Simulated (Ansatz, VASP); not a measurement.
# SnSe2: VASP beside Ansatz, part 2 of 2

Aim: how closely do two programs agree when they are given the same cell, functional and k mesh? The cell is taken from a series of runs on this material, whose earlier steps may have relaxed, scaled, displaced or heated it; both programs get it as it stands.

VASP 6.6.1 and Ansatz 0.2.0.

So far: The starting structure; Ansatz: zone-centre phonons, PBEsol with D3(BJ).

## 3. VASP: zone-centre phonons, PBEsol with D3(BJ)

Level of this step: PBEsol with D3(BJ); plane waves and PAW (Se, Sn_d) (VASP).

The same cell, functional, mesh and smearing now go to VASP, with its own data sets.

Lines of VASP's logs that name or quote its potential files are left out, and so is its time.

INCAR reads:

```
SYSTEM = SnSe2
PREC = Accurate
ENCUT = 500
EDIFF = 1E-08
NELM = 120
ISMEAR = 0
SIGMA = 0.02
LREAL = .FALSE.
ALGO = Normal
GGA = PS
IVDW = 12
NBANDS = 19
LORBIT = 11
LWAVE = .FALSE.
LCHARG = .FALSE.
ISIF = 2
IBRION = 6
NFREE = 2
POTIM = 0.015
NSW = 1
LASPH = .TRUE.
GGA_COMPAT = .FALSE.
EFERMI = MIDGAP
KPAR = 2
```

POSCAR reads:

```
SnSe2
1.0
    3.8089344167      0.0000000000      0.0000000000
   -1.9044672084      3.2986339663      0.0000000000
    0.0000000000      0.0000000000      5.9373992197
Se Sn
2 1
Direct
    0.3333333333      0.6666666667      0.2672043635
    0.6666666667      0.3333333333      0.7327956365
    0.0000000000      0.0000000000      0.0000000000
```

KPOINTS reads:

```
Automatic mesh
0
Gamma
12 12 6
0 0 0
```

The projector-augmented-wave data sets are Se and Sn_d (PBE family, release 64).

Run with:

```sh
$ mpirun -np 2 vasp_std
```

Numbers of over 12 decimals in the logs are rounded to 6 here.

The log of the run:

```text
[banner, memory and clock lines left out]
running    2 mpi-ranks, on    1 nodes
 distrk:  each k-point on    1 cores,    2 groups
 distr:  one band on    1 cores,    1 groups

 POSCAR found type information on POSCAR SeSn
 POSCAR found :  2 types and       3 ions
|                                                                             |
|               ----> ADVICE to this user running VASP <----                  |
|                                                                             |
|     You enforced a specific xc type in the INCAR file but a different       |
|     [... a line on the potential file left out ...]
|     I HOPE YOU KNOW WHAT YOU ARE DOING!                                     |
|                                                                             |

 LDA part: xc-table for (Slater+PW92), standard interpolation
 POSCAR, INCAR and KPOINTS ok, starting setup
 FFT: planning ... GRIDC
 FFT: planning ... GRID_SOFT
 FFT: planning ... GRID
 WAVECAR not read
 entering main loop
       N       E                     dE             d eps       ncg     rms          rms(c)
DAV:   1     0.196453451209E+03    0.19645E+03   -0.12030E+04  3864   0.154E+03
DAV:   2     0.905352583992E+01   -0.18740E+03   -0.18130E+03  4068   0.380E+02
DAV:   3    -0.124640088651E+02   -0.21518E+02   -0.20884E+02  4694   0.114E+02
DAV:   4    -0.132138768900E+02   -0.74987E+00   -0.74811E+00  4483   0.218E+01
DAV:   5    -0.132306642893E+02   -0.16787E-01   -0.16785E-01  5062   0.350E+00    0.504E+00
DAV:   6    -0.130015395609E+02    0.22912E+00   -0.46090E-01  5514   0.779E+00    0.320E+00
DAV:   7    -0.129764271323E+02    0.25112E-01   -0.13721E-01  4503   0.263E+00    0.916E-01
DAV:   8    -0.129746119502E+02    0.18152E-02   -0.10319E-02  4786   0.989E-01    0.260E-01
DAV:   9    -0.129746281891E+02   -0.16239E-04   -0.11325E-03  4168   0.248E-01    0.751E-02
DAV:  10    -0.129746279418E+02    0.24724E-06   -0.92211E-05  4578   0.614E-02    0.278E-02
DAV:  11    -0.129746382344E+02   -0.10293E-04   -0.20045E-05  3986   0.260E-02    0.591E-03
DAV:  12    -0.129746383733E+02   -0.13891E-06   -0.10188E-06  5118   0.737E-03    0.461E-03
DAV:  13    -0.129746385149E+02   -0.14164E-06   -0.62912E-07  4034   0.525E-03    0.166E-03
DAV:  14    -0.129746385402E+02   -0.25290E-07   -0.33310E-08  4397   0.106E-03    0.617E-04
DAV:  15    -0.129746385365E+02    0.37617E-08   -0.60827E-09  3143   0.611E-04
   1 F= -.13996112E+02 E0= -.13996112E+02  d E =-.192242E-19
[... from here on, the cycles between the ionic steps are left out ...]
   2 F= -.13995705E+02 E0= -.13995705E+02  d E =-.141424E-18
   3 F= -.13995705E+02 E0= -.13995705E+02  d E =-.141751E-18
   4 F= -.13995466E+02 E0= -.13995466E+02  d E =-.342271E-16
   5 F= -.13994836E+02 E0= -.13994836E+02  d E =-.638798E-23
   6 F= -.13995516E+02 E0= -.13995516E+02  d E =-.185711E-19
   7 F= -.13995516E+02 E0= -.13995516E+02  d E =-.185622E-19
   8 F= -.13994439E+02 E0= -.13994439E+02  d E =-.237708E-19
 Finite differences progress:
  Degree of freedom:   4/  4
  Displacement:        1/  2
  Total:               7/  8
 bond charge predicted
       N       E                     dE             d eps       ncg     rms          rms(c)
DAV:   1    -0.129617084363E+02    0.11258E-01   -0.43645E+00  4856   0.116E+01    0.416E-01
DAV:   2    -0.129730055656E+02   -0.11297E-01   -0.13093E-01  5273   0.257E+00    0.154E-01
DAV:   3    -0.129730676432E+02   -0.62078E-04   -0.26248E-03  4489   0.420E-01    0.959E-02
DAV:   4    -0.129729882457E+02    0.79397E-04   -0.18702E-04  5424   0.103E-01    0.533E-02
DAV:   5    -0.129729657953E+02    0.22450E-04   -0.91353E-05  4366   0.703E-02    0.187E-02
DAV:   6    -0.129729657243E+02    0.71023E-07   -0.14895E-05  4614   0.213E-02    0.109E-02
DAV:   7    -0.129729659346E+02   -0.21040E-06   -0.46598E-06  4108   0.138E-02    0.230E-03
DAV:   8    -0.129729659533E+02   -0.18649E-07   -0.31134E-07  4100   0.376E-03    0.649E-04
DAV:   9    -0.129729659672E+02   -0.13872E-07   -0.20463E-08  4061   0.113E-03    0.553E-04
DAV:  10    -0.129729659764E+02   -0.92086E-08   -0.57047E-09  2116   0.491E-04
   9 F= -.13994439E+02 E0= -.13994439E+02  d E =-.237618E-19
 Finite differences progress:
  Degree of freedom:   4/  4
  Displacement:        2/  2
  Total:               8/  8
```

From OUTCAR (step 3):

```text
ion  position               nearest neighbor table
   1  0.333  0.667  0.267-   3 2.71   3 2.71   3 2.71
   2  0.667  0.333  0.733-   3 2.71   3 2.71   3 2.71
   3  0.000  0.000  0.000-   1 2.71   2 2.71   2 2.71   1 2.71   2 2.71   1 2.71

  LATTYP: Found a hexagonal cell.
 ALAT       =     3.8089344167
 C/A-ratio  =     1.5588084672

 Subroutine GETGRP returns: Found 12 space group operations
 (whereof 12 operations were pure point group operations)

The static configuration has the point symmetry D_3d.

 Found    100 irreducible k-points:

   k-points           NKPTS =    100   k-points in BZ     NKDIM =    100   number of bands    NBANDS=     19

   dimension x,y,z NGX =    28 NGY =   28 NGZ =   48
   dimension x,y,z NGXF=    56 NGYF=   56 NGZF=   96

   ENCUT  =  500.0 eV  36.75 Ry    6.06 a.u.   6.94  6.94 10.83*2*pi/ulx,y,z

   NELECT =      26.0000    total number of electrons

 k-points in reciprocal lattice and weights: Automatic mesh
   0.00000000  0.00000000  0.00000000       0.001
   0.08333333  0.00000000  0.00000000       0.007
   0.16666667  0.00000000  0.00000000       0.007
   0.25000000  0.00000000  0.00000000       0.007
   0.33333333  0.00000000  0.00000000       0.007
   0.41666667  0.00000000  0.00000000       0.007
   0.50000000  0.00000000  0.00000000       0.003
   0.08333333  0.08333333  0.00000000       0.007
   0.16666667  0.08333333  0.00000000       0.014
[...]
0.33333333  0.25000000  0.50000000       0.014
   0.33333333  0.33333333  0.50000000       0.002

 Edisp (eV)   -1.02147

 average (electrostatic) potential at core
       1 -52.9360       2 -53.0078       3-102.0856

 E-fermi :   4.8017

 k-point     1 :       0.0000    0.0000    0.0000
  band No.  band energies     occupation
    ...
      9       3.8664      2.00000
     10       3.8664      2.00000
     11       4.0623      2.00000
     12       4.0623      2.00000
     13       4.5384      2.00000
     14       5.3269      0.00000
     15       7.4566      0.00000
     16       9.1051      0.00000
     17       9.1051      0.00000
     18      12.6406      0.00000
    ...

 k-point     2 :       0.0833    0.0000    0.0000
  band No.  band energies     occupation
    ...
      9       2.9541      2.00000
     10       3.4949      2.00000
     11       3.6575      2.00000
     12       4.2911      2.00000
     13       4.6403      2.00000
     14       6.0239      0.00000
     15       7.8589      0.00000
     16       8.8212      0.00000
     17       9.2128      0.00000
     18      12.5038      0.00000
    ...

 k-point     3 :       0.1667    0.0000    0.0000
  band No.  band energies     occupation
    ...
      9       1.7412      2.00000
     10       2.8279      2.00000
     11       2.9936      2.00000
     12       4.4178      2.00000
     13       4.5720      2.00000
     14       6.6756      0.00000
     15       8.1024      0.00000
     16       9.0997      0.00000
     17       9.4393      0.00000
     18      11.4769      0.00000
    ...

 Edisp (eV)   -1.02147

  Total      -0.56930    -0.56930    -0.56548     0.00000    -0.00000     0.00000
  in kB     -12.22699   -12.22699   -12.14485     0.00000    -0.00000     0.00000
  external pressure =      -12.20 kB  Pullay stress =        0.00 kB

  energy-cutoff  :      500.00
  volume of cell :       74.60
      direct lattice vectors                 reciprocal lattice vectors
     3.808934417  0.000000000  0.000000000     0.262540619  0.151577897  0.000000000
    -1.904467208  3.298633966  0.000000000     0.000000000  0.303155794  0.000000000
     0.000000000  0.000000000  5.937399220     0.000000000  0.000000000  0.168423911

 POSITION                                       TOTAL-FORCE (eV/Angst)
 -----------------------------------------------------------------------------------
     -0.00000      2.19909      1.58650        -0.000000      0.000000     -0.089331
      1.90447      1.09954      4.35090         0.000000     -0.000000     -0.132582
      0.00000      0.00000     -0.01500        -0.000000      0.000000      0.221913
 -----------------------------------------------------------------------------------
    total drift:                               -0.000000     -0.000000     -0.000273

  FREE ENERGIE OF THE ION-ELECTRON SYSTEM (eV)
  ---------------------------------------------------
  free  energy   TOTEN  =       -13.9944386217 eV

  energy  without entropy=      -13.9944386217  energy(sigma->0) =      -13.99443862

 Eigenvectors and eigenvalues of the dynamical matrix
 ----------------------------------------------------

   1 f  =    7.305367 THz    45.900976 2PiTHz  243.680823 cm-1    30.212558 meV
             X         Y         Z           dx          dy          dz
     -0.000000  2.199089  1.586499    -0.000000    0.000000    0.463305
      1.904467  1.099545  4.350900    -0.000000    0.000000    0.463305
      0.000000  0.000000  0.000000     0.000000   -0.000000   -0.755444

   2 f  =    5.447325 THz    34.226554 2PiTHz  181.703214 cm-1    22.528317 meV
             X         Y         Z           dx          dy          dz
     -0.000000  2.199089  1.586499    -0.000000    0.000000    0.707107
      1.904467  1.099545  4.350900    -0.000000    0.000000   -0.707107
      0.000000  0.000000  0.000000     0.000000   -0.000000   -0.000000

   3 f  =    4.374008 THz    27.482700 2PiTHz  145.901187 cm-1    18.089434 meV
             X         Y         Z           dx          dy          dz
     -0.000000  2.199089  1.586499     0.117316   -0.448064    0.000000
      1.904467  1.099545  4.350900     0.117316   -0.448064   -0.000000
      0.000000  0.000000  0.000000    -0.191389    0.730973   -0.000000

   4 f  =    4.374008 THz    27.482700 2PiTHz  145.901187 cm-1    18.089434 meV
             X         Y         Z           dx          dy          dz
     -0.000000  2.199089  1.586499     0.448064    0.117316    0.000000
      1.904467  1.099545  4.350900     0.448064    0.117316   -0.000000
      0.000000  0.000000  0.000000    -0.730973   -0.191389    0.000000

   5 f  =    3.770923 THz    23.693409 2PiTHz  125.784460 cm-1    15.595278 meV
             X         Y         Z           dx          dy          dz
     -0.000000  2.199089  1.586499     0.179104   -0.684048   -0.000000
      1.904467  1.099545  4.350900    -0.179104    0.684048    0.000000
      0.000000  0.000000  0.000000     0.000000    0.000000   -0.000000

   6 f  =    3.770923 THz    23.693409 2PiTHz  125.784460 cm-1    15.595278 meV
             X         Y         Z           dx          dy          dz
     -0.000000  2.199089  1.586499     0.684048    0.179104   -0.000000
      1.904467  1.099545  4.350900    -0.684048   -0.179104    0.000000
      0.000000  0.000000  0.000000    -0.000000   -0.000000    0.000000

   7 f/i=    0.000357 THz     0.002241 2PiTHz    0.011897 cm-1     0.001475 meV
             X         Y         Z           dx          dy          dz
     -0.000000  2.199089  1.586499    -0.073230   -0.529257    0.000000
      1.904467  1.099545  4.350900    -0.073230   -0.529257    0.000000
      0.000000  0.000000  0.000000    -0.089775   -0.648837    0.000000

   8 f/i=    0.000357 THz     0.002241 2PiTHz    0.011897 cm-1     0.001475 meV
             X         Y         Z           dx          dy          dz
     -0.000000  2.199089  1.586499     0.529257   -0.073230    0.000000
      1.904467  1.099545  4.350900     0.529257   -0.073230    0.000000
      0.000000  0.000000  0.000000     0.648837   -0.089775    0.000000

   9 f/i=    0.001288 THz     0.008094 2PiTHz    0.042969 cm-1     0.005327 meV
             X         Y         Z           dx          dy          dz
     -0.000000  2.199089  1.586499     0.000000   -0.000000   -0.534180
      1.904467  1.099545  4.350900     0.000000   -0.000000   -0.534180
      0.000000  0.000000  0.000000     0.000000   -0.000000   -0.655213

 ELASTIC MODULI CONTR FROM IONIC RELAXATION (kBar)
 Direction    XX          YY          ZZ          XY          YZ          ZX
 --------------------------------------------------------------------------------
 XX        -134.6326   -112.6598   -322.8880      0.0000     52.7557     -0.0000
 YY        -112.6598   -134.6326   -322.8880      0.0000    -52.7557      0.0000
 ZZ        -322.8880   -322.8880   -843.1854      0.0000      0.0000     -0.0000
 XY           0.0000      0.0000      0.0000    -10.9864      0.0000     52.7557
 YZ          52.7557    -52.7557      0.0000      0.0000   -253.3290      0.0000
 ZX          -0.0000      0.0000     -0.0000     52.7557      0.0000   -253.3286
 --------------------------------------------------------------------------------

 total charge
# of ion       s       p       d       tot
------------------------------------------
    1        1.489   2.290   0.030   3.810
    2        1.489   2.290   0.030   3.810
    3        1.065   1.034  10.101  12.200
--------------------------------------------------
tot          4.044   5.615  10.160  19.819

[... 3 further parts left out ...]
```

CONTCAR:

```
SnSe2
   1.00000000000000
     3.8089344167000001    0.0000000000000000    0.0000000000000000
    -1.9044672084000001    3.2986339663000002    0.0000000000000000
     0.0000000000000000    0.0000000000000000    5.9373992196999996
  Se              Sn
     2     1
Direct
     0.3333333332999970    0.6666666667000030    0.2672043634999994
     0.6666666667000030    0.3333333332999970    0.7327956365000006
     0.0000000000000000    0.0000000000000000   -0.0025263586706837
```

The last energy, forces, stress and levels in OUTCAR belong to the last displaced cell, not to the cell of POSCAR.

Levels, forces or a CONTCAR printed for this step are those of its last displaced cell, not of the structure at rest.

## 4. Comparison

Known differences besides the potentials themselves: the data sets hold 46 valence electrons in Ansatz (on its PAW soft_1 files) and 26 in VASP; the cutoff is 420 eV in Ansatz and 500 eV in VASP; Ansatz makes its cores anew for this functional, VASP keeps those of its PBE data sets; Ansatz takes the dispersion share of the force constants at frozen C6 weights, VASP differentiates the full forces; VASP uses finite displacements, Ansatz perturbation theory. Total energies have different zeros and are not compared.

Both answers:

```csv
quantity,Ansatz,VASP,difference
optical mode 1 to 2 (cm⁻¹),125.5,125.8,-0.27 %
optical mode 3 to 4 (cm⁻¹),145.4,145.9,-0.31 %
optical mode 5 (cm⁻¹),181.2,181.7,-0.25 %
optical mode 6 (cm⁻¹),242.8,243.7,-0.35 %
```

Modes are paired by rising frequency, not by their patterns, so a pair may set unlike modes beside each other; they are those without the splitting of longitudinal modes.

## 5. Outcome

| Property | Result |
| --- | --- |
| r.m.s. difference of the optical zone-centre modes, each program's sorted by frequency (zone-centre phonons, PBEsol with D3(BJ)) | 0.51 cm⁻¹ |

What this shows: The r.m.s. difference of the optical zone-centre modes, each program's sorted by frequency is 0.51 cm⁻¹ (zone-centre phonons, PBEsol with D3(BJ)). The data sets hold unlike numbers of valence electrons (46 in Ansatz and 26 in VASP), so part of the differences comes from the potentials. Such differences can come from data sets, numerical settings and the points named under the comparisons, not from the functional's error against experiment.

[Lines on the potential files, build, host, timing and source positions are cut from VASP's logs without a mark.]

[Logs are printed without paths, hosts, clocks, repeated set-up lines and the standing remarks that a program may print on its own settings, such as how far it seeks lower states.]

[Hosts, paths, dates, database ids (printed as entryN), source tags and the programs' standing remarks are cut or masked in the printed files.]
